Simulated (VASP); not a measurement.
Given:

```yaml
crystal:
  lattice:
    - [0.00000, 2.31726, 2.31726]
    - [2.31726, 0.00000, 2.31726]
    - [2.31726, 2.31726, 0.00000]
  atoms:
    - { symbol: Hf, position: [0.00000, 0.00000, 0.00000] }
    - { symbol: C, position: [0.50000, 0.50000, 0.50000] }
```

These are r2SCAN meta-GGA, VASP's PBE PAW potentials (set 64) (plane waves; VASP) values and carry that method's errors. Numerical set-up: 600 eV cut-off, 12×12×12 Γ-centred mesh, first-order Methfessel-Paxton smearing of 0.10 eV, potentials Hf_pv C.

Each row applies one change to this cell, which was relaxed at other settings and keeps the small stress of the first row; at a fixed cut-off the stress holds a Pulay part, so it need not integrate to ΔE exactly. Stress is in GPa, positive when the cell is compressed.

| change | ΔE (meV/atom) | σxx | σyy | σzz | largest shear component, with its sign (GPa) | largest force (eV/Å) |
|---|---|---|---|---|---|---|
| none | 0.0 | -0.20 | -0.20 | -0.20 | 0.00 | 0.000 |
| isotropic strain of +3.0 % | 72.4 | -18.89 | -18.89 | -18.89 | 0.00 | 0.000 |
| uniaxial strain of +3.0 % along y | 16.7 | -3.27 | -13.85 | -3.27 | 0.00 | 0.000 |
| uniaxial strain of -1.5 % along z | 4.8 | 1.57 | 1.57 | 8.40 | 0.00 | 0.000 |
| atom 2 (C) moved by 0.050 Å along y | 4.5 | -0.21 | 0.52 | -0.21 | 0.00 | 0.369 |
| uniaxial strain of +2.0 % along x | 7.6 | -9.78 | -2.32 | -2.32 | 0.00 | 0.000 |

Failed runs are left out, and for metals the shear rows, which the mesh's noise covers.

The compound is HfC in the rock salt structure.
